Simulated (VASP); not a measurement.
Given:

```xyz
1
Lattice="-2.6400 2.6400 2.6400 2.6400 -2.6400 2.6400 2.6400 2.6400 -2.6400" Properties=species:S:1:pos:R:3 pbc="T T T"
K      0.0000     0.0000     0.0000
```

Computed with PBE GGA, VASP's PBE PAW potentials (set 64) (plane waves; VASP 6.6.1). Settings: 480 eV cut-off, 9×9×9 Γ-centred mesh, first-order Methfessel-Paxton smearing of 0.10 eV, potentials K_sv.

Task: Estimate the energy per atom (σ→0), band gap (on the k-mesh) with the smallest direct gap where there is one.

Result: 
```
Quantity                                                    Result
------------------------  ----------------------------------------
band gap (on the k-mesh)  none (metal, semimetal or under 0.01 eV)
energy per atom (σ→0)                               -1.050 eV/atom
```

Only differences to runs with the same potentials and settings are physical.

The compound is K in the bcc structure. The cell was not relaxed at this level.
